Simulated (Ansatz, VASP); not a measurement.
## Two plane-wave programs on BaSiGe

```
CELL_PARAMETERS angstrom
4.77037 0.00000 0.00000
0.00000 4.77037 0.00000
0.00000 0.00000 29.61482
ATOMIC_POSITIONS crystal
Ba 0.00000 0.00000 0.27123
Si 0.50000 0.50000 0.25647
Ge 0.50000 0.50000 0.33153
```

Alike in both runs: functional PBE; k mesh 4 × 4 × 1; occupations gaussian, width 0.1 eV; no spin polarisation.

Ansatz relaxed the structure, and its values are those at the end. VASP's run is a single point on that final structure, the one shown.

```csv
,VASP,Ansatz
version,VASP 6.6.1,Ansatz 0.2.0
potentials or method,"VASP PAW PBE potentials, release 64 (Ba_sv, Si, Ge_d)","scalar-relativistic, plane waves, PAW"
plane-wave cutoff (eV),520,420
valence electrons in the cell,28,28
```

```tsv
	VASP	Ansatz	Ansatz less VASP
gap on the k mesh at the Fermi level (eV)	0.49	0.51	+0.022
least direct gap on the mesh (eV)	0.49	0.51	+0.022
rms of the force components (eV/Å)	0.006	0.008	+0.0021
```

Ansatz warned: «slab_cell_height_set».

Caveats: spin-orbit coupling is left out, which moves the levels of the heavy elements. Expect the measured gap to be larger: semilocal functionals such as PBE lack the derivative discontinuity.
